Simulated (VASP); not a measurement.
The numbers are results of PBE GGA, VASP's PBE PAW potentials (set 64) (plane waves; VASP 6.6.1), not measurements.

VASP input:

### INCAR
```
! general
SYSTEM  = Pm
PREC    = Accurate
ENCUT   = 300
LREAL   = .False.   ! projection in real space or not
LASPH   = .True.

! electronic loop
EDIFF   = 1E-6   ! SCF stop (eV)
NELM    = 100
ALGO    = Normal
LMAXMIX = 6   ! l cut-off of mixed one-centre charges

! smearing
ISMEAR  = -1   ! Fermi-Dirac
SIGMA   = 0.1

! functional
GGA     = PE

! spin
ISPIN   = 2   ! spin-polarised
MAGMOM  = 4.0 4.0

! ions
ISIF    = 2   ! forces and stress, cell fixed

! output
LWAVE   = .False.
LCHARG  = .False.
LORBIT  = 11
```

File POSCAR:
```
Pm
1
    3.5564210000     0.0000000000     0.0000000000
   -1.7782100000     3.0799510000     0.0000000000
    0.0000000000     0.0000000000     5.7741840000
Pm
2
Direct
  0.3211060000   0.6746920000   0.2494080000
  0.6788940000   0.3253080000   0.7505920000
```

KPOINTS:
```
Automatic mesh
0
Gamma
7 7 4
0 0 0
```

POTCAR, in this order: Pm (PBE.64 set). Program: vasp_std.

The resulting files:

### OUTCAR
```
 ion  position               nearest neighbor table
   1  0.321  0.675  0.249-   2 3.50   2 3.51   2 3.51   2 3.52
   2  0.679  0.325  0.751-   1 3.50   1 3.51   1 3.51   1 3.52
  LATTYP: Found a hexagonal cell.
 ALAT       =     3.5564210000
 C/A-ratio  =     1.6235940571
 Subroutine PRICEL returns:
 Original cell was already a primitive cell.
 Subroutine GETGRP returns: Found  2 space group operations
The static configuration has the point symmetry S_2 .
The dynamic configuration has the point symmetry S_2 .
The overall configuration has the point symmetry S_2 .
 Subroutine INISYM returns: Found  2 space group operations
 Subroutine IBZKPT returns following result:
 Found     99 irreducible k-points:

 Following reciprocal coordinates:
            Coordinates               Weight
  0.000000  0.000000  0.000000      1.000000
  0.142857  0.000000  0.000000      2.000000
  0.000000  0.142857  0.000000      2.000000
 -0.142857  0.142857  0.000000      2.000000
  0.285714  0.000000  0.000000      2.000000
  0.000000  0.285714  0.000000      2.000000
 -0.285714  0.285714  0.000000      2.000000
  0.428571 -0.000000  0.000000      2.000000
  0.000000  0.428571  0.000000      2.000000
 -0.428571  0.428571  0.000000      2.000000
  0.142857  0.142857  0.000000      2.000000
 -0.142857  0.285714  0.000000      2.000000
 -0.285714  0.142857  0.000000      2.000000
  0.285714  0.142857  0.000000      2.000000
 -0.142857  0.428571  0.000000      2.000000
 -0.428571  0.285714  0.000000      2.000000
 -0.285714  0.428571  0.000000      2.000000
  0.142857  0.285714  0.000000      2.000000
  0.428571 -0.142857  0.000000      2.000000
  0.428571  0.142857  0.000000      2.000000
 -0.142857 -0.428571  0.000000      2.000000
  0.428571  0.428571  0.000000      2.000000
  0.285714  0.285714  0.000000      2.000000
 -0.285714 -0.428571  0.000000      2.000000
  0.428571  0.285714  0.000000      2.000000
  0.000000  0.000000  0.250000      2.000000
  0.142857  0.000000  0.250000      2.000000
  0.000000  0.142857  0.250000      2.000000
 -0.142857  0.142857  0.250000      2.000000
 -0.142857  0.000000  0.250000      2.000000
  0.000000 -0.142857  0.250000      2.000000
  0.142857 -0.142857  0.250000      2.000000
  0.285714  0.000000  0.250000      2.000000
  0.000000  0.285714  0.250000      2.000000
 -0.285714  0.285714  0.250000      2.000000
 -0.285714  0.000000  0.250000      2.000000
  0.000000 -0.285714  0.250000      2.000000
  0.285714 -0.285714  0.250000      2.000000
  0.428571 -0.000000  0.250000      2.000000
  0.000000  0.428571  0.250000      2.000000
   k-points           NKPTS =     99   k-points in BZ     NKDIM =     99   number of bands    NBANDS=     23
   number of dos      NEDOS =    301   number of ions     NIONS =      2
   total plane-waves  NPLWV =  14400
   dimension x,y,z NGX =    20 NGY =   20 NGZ =   36
   dimension x,y,z NGXF=    40 NGYF=   40 NGZF=   72
   ions per type =               2
   PREC   = accura    normal or accurate (medium, high low for compatibility)
   ISTART =      0    job   : 0-new  1-cont  2-samecut
   ICHARG =      2    charge: 1-file 2-atom 10-const
   ISPIN  =      2    spin polarized calculation?
   LNONCOLLINEAR =      F non collinear calculations
   LSORBIT =      F    spin-orbit coupling
   INIWAV =      1    electr: 0-lowe 1-rand  2-diag
   ENCUT  =  300.0 eV  22.05 Ry    4.70 a.u.   5.02  5.02  8.15*2*pi/ulx,y,z
   NELM   =    100;   NELMIN=  2; NELMDL= -5     # of ELM steps
   EDIFF  = 0.1E-05   stopping-criterion for ELM
   LREAL  =      F    real-space projection
...
```

OSZICAR:
```
...
DAV:  12    -0.154708775249E+02    0.15392E+00   -0.40879E-01 15140   0.369E+00    0.834E+00
DAV:  13    -0.154583559785E+02    0.12522E-01   -0.18933E-01 17721   0.172E+00    0.644E+00
DAV:  14    -0.154516736785E+02    0.66823E-02   -0.15198E-01 16850   0.159E+00    0.442E+00
DAV:  15    -0.154385097416E+02    0.13164E-01   -0.41045E-01 15883   0.308E+00    0.147E+00
DAV:  16    -0.154557077245E+02   -0.17198E-01   -0.10583E-01 17749   0.174E+00    0.155E+00
DAV:  17    -0.154648267359E+02   -0.91190E-02   -0.32003E-02 15569   0.826E-01    0.128E+00
DAV:  18    -0.154660541623E+02   -0.12274E-02   -0.17045E-02 17129   0.486E-01    0.771E-01
DAV:  19    -0.154677649762E+02   -0.17108E-02   -0.14469E-02 16728   0.506E-01    0.476E-01
DAV:  20    -0.154680428537E+02   -0.27788E-03   -0.42567E-03 17183   0.186E-01    0.486E-01
DAV:  21    -0.154609715141E+02    0.70713E-02   -0.29812E-02 15848   0.945E-01    0.675E-01
DAV:  22    -0.154625623047E+02   -0.15908E-02   -0.11782E-02 16954   0.488E-01    0.512E-01
DAV:  23    -0.154644401874E+02   -0.18779E-02   -0.75286E-03 16944   0.421E-01    0.454E-01
DAV:  24    -0.154649194734E+02   -0.47929E-03   -0.65776E-03 17129   0.403E-01    0.377E-01
DAV:  25    -0.154659700140E+02   -0.10505E-02   -0.25421E-03 17144   0.258E-01    0.284E-01
DAV:  26    -0.154662866627E+02   -0.31665E-03   -0.19665E-03 17472   0.204E-01    0.224E-01
DAV:  27    -0.154666024712E+02   -0.31581E-03   -0.12939E-03 17104   0.157E-01    0.182E-01
DAV:  28    -0.154667933907E+02   -0.19092E-03   -0.83802E-04 16776   0.908E-02    0.154E-01
DAV:  29    -0.154667375351E+02    0.55856E-04   -0.48714E-04 15785   0.808E-02    0.170E-01
DAV:  30    -0.154668032854E+02   -0.65750E-04   -0.18285E-04 13853   0.375E-02    0.171E-01
DAV:  31    -0.154668218716E+02   -0.18586E-04   -0.10914E-04  9513   0.178E-02    0.168E-01
DAV:  32    -0.154667176083E+02    0.10426E-03   -0.31170E-04 14920   0.804E-02    0.180E-01
DAV:  33    -0.154668903033E+02   -0.17269E-03   -0.70252E-04 15688   0.148E-01    0.174E-01
DAV:  34    -0.154663345659E+02    0.55574E-03   -0.10671E-02 15769   0.602E-01    0.233E-01
DAV:  35    -0.154673318022E+02   -0.99724E-03   -0.87109E-03 16792   0.488E-01    0.250E-01
DAV:  36    -0.154671624199E+02    0.16938E-03   -0.38797E-03 15636   0.460E-01    0.149E-01
DAV:  37    -0.154625440678E+02    0.46184E-02   -0.20595E-02 15488   0.803E-01    0.264E-01
DAV:  38    -0.154644171350E+02   -0.18731E-02   -0.80214E-03 16952   0.464E-01    0.217E-01
DAV:  39    -0.154666675637E+02   -0.22504E-02   -0.63179E-04 14619   0.187E-01    0.113E-01
DAV:  40    -0.154656098325E+02    0.10577E-02   -0.11691E-02 15352   0.681E-01    0.171E-01
DAV:  41    -0.154646160183E+02    0.99381E-03   -0.23880E-02 15816   0.823E-01    0.290E-01
DAV:  42    -0.154682221071E+02   -0.36061E-02   -0.56453E-03 17345   0.415E-01    0.191E-01
DAV:  43    -0.154691773091E+02   -0.95520E-03   -0.66286E-04 15849   0.170E-01    0.115E-01
DAV:  44    -0.154700413364E+02   -0.86403E-03   -0.43546E-03 15880   0.342E-01    0.160E-01
DAV:  45    -0.154711120729E+02   -0.10707E-02   -0.37516E-03 16784   0.301E-01    0.167E-01
DAV:  46    -0.154711453803E+02   -0.33307E-04   -0.42689E-04 15533   0.118E-01    0.135E-01
DAV:  47    -0.154709816075E+02    0.16377E-03   -0.14248E-04 14848   0.445E-02    0.137E-01
DAV:  48    -0.154710699294E+02   -0.88322E-04   -0.13293E-04 13536   0.338E-02    0.140E-01
DAV:  49    -0.154702341813E+02    0.83575E-03   -0.40775E-04 15433   0.122E-01    0.148E-01
DAV:  50    -0.154663989396E+02    0.38352E-02   -0.74411E-03 15593   0.500E-01    0.200E-01
DAV:  51    -0.154670404838E+02   -0.64154E-03   -0.22202E-03 17072   0.252E-01    0.159E-01
DAV:  52    -0.154682117654E+02   -0.11713E-02   -0.28075E-04 16178   0.110E-01    0.115E-01
DAV:  53    -0.154682483464E+02   -0.36581E-04   -0.21986E-04 13664   0.652E-02    0.107E-01
DAV:  54    -0.154680695023E+02    0.17884E-03   -0.27462E-04 15600   0.859E-02    0.105E-01
DAV:  55    -0.154678630276E+02    0.20647E-03   -0.34662E-04 15744   0.915E-02    0.102E-01
DAV:  56    -0.154677980318E+02    0.64996E-04   -0.27120E-04 15656   0.807E-02    0.985E-02
DAV:  57    -0.154676660299E+02    0.13200E-03   -0.29293E-04 15744   0.842E-02    0.957E-02
DAV:  58    -0.154677110841E+02   -0.45054E-04   -0.13186E-04 14985   0.681E-02    0.875E-02
DAV:  59    -0.154679310942E+02   -0.22001E-03   -0.66196E-05 14978   0.554E-02    0.832E-02
DAV:  60    -0.154683515549E+02   -0.42046E-03   -0.10734E-03 15416   0.190E-01    0.994E-02
DAV:  61    -0.154683697195E+02   -0.18165E-04   -0.67193E-04 16576   0.160E-01    0.103E-01
DAV:  62    -0.154672495456E+02    0.11202E-02   -0.18754E-03 15208   0.280E-01    0.109E-01
DAV:  63    -0.154631875528E+02    0.40620E-02   -0.17298E-02 15288   0.727E-01    0.235E-01
DAV:  64    -0.154640026187E+02   -0.81507E-03   -0.10927E-02 16928   0.536E-01    0.223E-01
DAV:  65    -0.154667792312E+02   -0.27766E-02   -0.69681E-04 14380   0.202E-01    0.932E-02
DAV:  66    -0.154668376404E+02   -0.58409E-04   -0.99239E-04 17368   0.146E-01    0.103E-01
DAV:  67    -0.154669960694E+02   -0.15843E-03   -0.13871E-04 14279   0.616E-02    0.895E-02
DAV:  68    -0.154669944905E+02    0.15789E-05   -0.47727E-05 13162   0.247E-02    0.874E-02
DAV:  69    -0.154669808500E+02    0.13640E-04   -0.11910E-04 15161   0.567E-02    0.832E-02
DAV:  70    -0.154665257948E+02    0.45506E-03   -0.26898E-03 15064   0.292E-01    0.103E-01
DAV:  71    -0.154659918814E+02    0.53391E-03   -0.72150E-03 15721   0.452E-01    0.157E-01
DAV:  72    -0.154671940033E+02   -0.12021E-02   -0.31588E-04 12969   0.162E-01    0.547E-02
DAV:  73    -0.154670292152E+02    0.16479E-03   -0.32173E-04 15808   0.123E-01    0.525E-02
DAV:  74    -0.154670355645E+02   -0.63493E-05   -0.52625E-05 14249   0.473E-02    0.488E-02
DAV:  75    -0.154665768496E+02    0.45871E-03   -0.15057E-03 15080   0.225E-01    0.786E-02
DAV:  76    -0.154660424965E+02    0.53435E-03   -0.38918E-03 15648   0.332E-01    0.120E-01
DAV:  77    -0.154664681895E+02   -0.42569E-03   -0.18844E-03 16944   0.225E-01    0.104E-01
DAV:  78    -0.154668879047E+02   -0.41972E-03   -0.42243E-04 17152   0.108E-01    0.728E-02
DAV:  79    -0.154669494876E+02   -0.61583E-04   -0.12370E-04 14465   0.679E-02    0.600E-02
DAV:  80    -0.154666422506E+02    0.30724E-03   -0.13488E-03 15144   0.218E-01    0.757E-02
DAV:  81    -0.154667682026E+02   -0.12595E-03   -0.46228E-04 16968   0.112E-01    0.621E-02
DAV:  82    -0.154666820340E+02    0.86169E-04   -0.12426E-03 16264   0.185E-01    0.744E-02
DAV:  83    -0.154668073378E+02   -0.12530E-03   -0.10387E-03 17144   0.162E-01    0.722E-02
DAV:  84    -0.154669989099E+02   -0.19157E-03   -0.56372E-04 17216   0.122E-01    0.605E-02
DAV:  85    -0.154671274056E+02   -0.12850E-03   -0.95187E-04 17216   0.156E-01    0.699E-02
DAV:  86    -0.154667400903E+02    0.38732E-03   -0.35646E-03 15680   0.393E-01    0.970E-02
DAV:  87    -0.154672639529E+02   -0.52386E-03   -0.16534E-03 15224   0.274E-01    0.707E-02
DAV:  88    -0.154673666968E+02   -0.10274E-03   -0.12831E-04 16017   0.712E-02    0.546E-02
DAV:  89    -0.154673503262E+02    0.16371E-04   -0.23764E-05 12589   0.248E-02    0.531E-02
DAV:  90    -0.154674294040E+02   -0.79078E-04   -0.82508E-04 15344   0.161E-01    0.716E-02
DAV:  91    -0.154650626368E+02    0.23668E-02   -0.13085E-02 15184   0.692E-01    0.180E-01
DAV:  92    -0.154670510494E+02   -0.19884E-02   -0.46142E-04 14359   0.184E-01    0.635E-02
DAV:  93    -0.154671529018E+02   -0.10185E-03   -0.11602E-04 15736   0.769E-02    0.556E-02
DAV:  94    -0.154671233261E+02    0.29576E-04   -0.16744E-04 15048   0.738E-02    0.611E-02
DAV:  95    -0.154671569318E+02   -0.33606E-04   -0.30224E-05 13870   0.360E-02    0.581E-02
DAV:  96    -0.154624735307E+02    0.46834E-02   -0.45114E-02 15112   0.124E+00    0.338E-01
DAV:  97    -0.154680855208E+02   -0.56120E-02   -0.57114E-03 17040   0.446E-01    0.189E-01
DAV:  98    -0.154696067724E+02   -0.15213E-02   -0.39779E-03 17360   0.318E-01    0.158E-01
DAV:  99    -0.154697519286E+02   -0.14516E-03   -0.50990E-04 14901   0.148E-01    0.108E-01
DAV: 100    -0.154696288187E+02    0.12311E-03   -0.11958E-04 14681   0.383E-02
   1 F= -.15469629E+02 E0= -.15294273E+02  d E =-.350712E+00  mag=    10.4956
```

File OUTCAR:
```
------------------------ aborting loop EDIFF was not reached (unconverged)  ----------------------------
  FORCE on cell =-STRESS in cart. coord.  units (eV):
  Direction    XX          YY          ZZ          XY          YZ          ZX
  --------------------------------------------------------------------------------------
  Total       -0.0686920      0.0625443     -0.1718458      0.0997608      0.0142923     -0.0049829
  in kB       -1.7400803      1.5843473     -4.3531324      2.5271018      0.3620475     -0.1262238
  external PRESSURE =      -1.5029551 kB  Pullay stress =       0.0000000 kB
  volume of cell :       63.25
      direct lattice vectors                 reciprocal lattice vectors
     3.556421000  0.000000000  0.000000000     0.281181559  0.162340199  0.000000000
    -1.778210000  3.079951000  0.000000000     0.000000000  0.324680490  0.000000000
     0.000000000  0.000000000  5.774184000     0.000000000  0.000000000  0.173184644
 POSITION                                       TOTAL-FORCE (eV/Angst)
 -----------------------------------------------------------------------------------
     -0.05776      2.07802      1.44013         0.064980     -0.033371      0.019394
      1.83597      1.00193      4.33406        -0.064980      0.033371     -0.019394
 -----------------------------------------------------------------------------------
    total drift:                                0.000000      0.000000      0.000000
  FREE ENERGIE OF THE ION-ELECTRON SYSTEM (eV)
  ---------------------------------------------------
  free  energy   TOTEN  =       -15.4696288187 eV

  energy  without entropy=      -15.1189166482  energy(sigma->0) =      -15.29427273

 total charge

# of ion       s       p       d       f       tot
--------------------------------------------------
    1        2.043   5.521   0.553   4.369  12.487
    2        2.043   5.521   0.553   4.369  12.487
--------------------------------------------------
tot          4.087  11.041   1.107   8.739  24.974

 magnetization (x)

# of ion       s       p       d       f       tot
--------------------------------------------------
    1       -0.002   0.013   0.216   4.350   4.577
    2       -0.002   0.013   0.216   4.350   4.577
--------------------------------------------------
tot         -0.003   0.025   0.432   8.700   9.154
```
(Selected blocks of OUTCAR.)

stdout:
```
...
 -----------------------------------------------------------------------------
|                                                                             |
|           W    W    AA    RRRRR   N    N  II  N    N   GGGG   !!!           |
|           W    W   A  A   R    R  NN   N  II  NN   N  G    G  !!!           |
|           W    W  A    A  R    R  N N  N  II  N N  N  G       !!!           |
|           W WW W  AAAAAA  RRRRR   N  N N  II  N  N N  G  GGG   !            |
|           WW  WW  A    A  R   R   N   NN  II  N   NN  G    G                |
|           W    W  A    A  R    R  N    N  II  N    N   GGGG   !!!           |
|                                                                             |
|     The electronic self-consistency was not achieved in the given           |
|     number of steps (NELM). The forces and other quantities evaluated       |
|     might not be reliable so examine the results carefully. If you find     |
|     spurious results, we suggest increasing NELM, if you were close to      |
|     convergence or switching to a different ALGO or adjusting the           |
|     density mixing parameters otherwise.                                    |
|                                                                             |
 -----------------------------------------------------------------------------

 -----------------------------------------------------------------------------
|                                                                             |
|           W    W    AA    RRRRR   N    N  II  N    N   GGGG   !!!           |
|           W    W   A  A   R    R  NN   N  II  NN   N  G    G  !!!           |
|           W    W  A    A  R    R  N N  N  II  N N  N  G       !!!           |
|           W WW W  AAAAAA  RRRRR   N  N N  II  N  N N  G  GGG   !            |
|           WW  WW  A    A  R   R   N   NN  II  N   NN  G    G                |
|           W    W  A    A  R    R  N    N  II  N    N   GGGG   !!!           |
|                                                                             |
|     Your highest band is occupied at some k-points! Unless you are          |
|     performing a calculation for an insulator or semiconductor, without     |
|     unoccupied bands, you have included TOO FEW BANDS!! Please increase     |
|     the parameter NBANDS in file INCAR to ensure that the highest band      |
|     is unoccupied at all k-points. It is always recommended to include      |
|     a few unoccupied bands to accelerate the convergence of                 |
|     molecular-dynamics runs (even for insulators or semiconductors),        |
|     since the presence of unoccupied bands improves wavefunction            |
|     prediction and helps to suppress 'band-crossings'.                      |
|                                                                             |
 -----------------------------------------------------------------------------

   1 F= -.15469629E+02 E0= -.15294273E+02  d E =-.350712E+00  mag=    10.4956
```

Convergence was not reached.

At this cut-off the stress carries a Pulay error, which pulls relaxed volumes low.

The structure was generated: Pm was put into an ordered model structure, which need not be its known phase. The cell was not relaxed at this level, atoms are displaced from their ideal sites. VASP warned that the highest band is occupied, so more bands are needed.
